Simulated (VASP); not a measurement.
Consider the following.

```xyz
4
Lattice="0.1055 3.9961 3.5817 3.9961 0.1055 3.5817 2.0508 2.0508 0.0000" Properties=species:S:1:pos:R:3 pbc="T T T"
Pd     0.0000     0.0000     0.0000
Pd     1.9980     0.0527     1.7908
Pd     0.0527     1.9980     1.7908
Al     2.0508     2.0508     3.5817
```

All values below come from PBEsol GGA, VASP's PBE PAW potentials (set 64) (plane waves; VASP). Numerical set-up: 400 eV cut-off, 8×8×15 Γ-centred mesh, tetrahedra with Blöchl corrections, potentials Pd Al.

The cores are frozen, which limits the accuracy of field gradients.

Give the principal components of the electric field gradient (V/Å²) and the asymmetry η at each nucleus.

```csv
atom,Vxx,Vyy,Vzz,η
Pd1,-23.5,-5.2,28.6,0.64
Pd2,-47.5,-12.0,59.5,0.59
Pd3,-47.5,-12.0,59.5,0.59
Al4,-4.9,-2.4,7.3,0.34
```

The structure was generated: AlPd3 was put into an ordered model structure (Cmmm), which need not be its known phase. It was relaxed first, which changed the volume by -6 %.
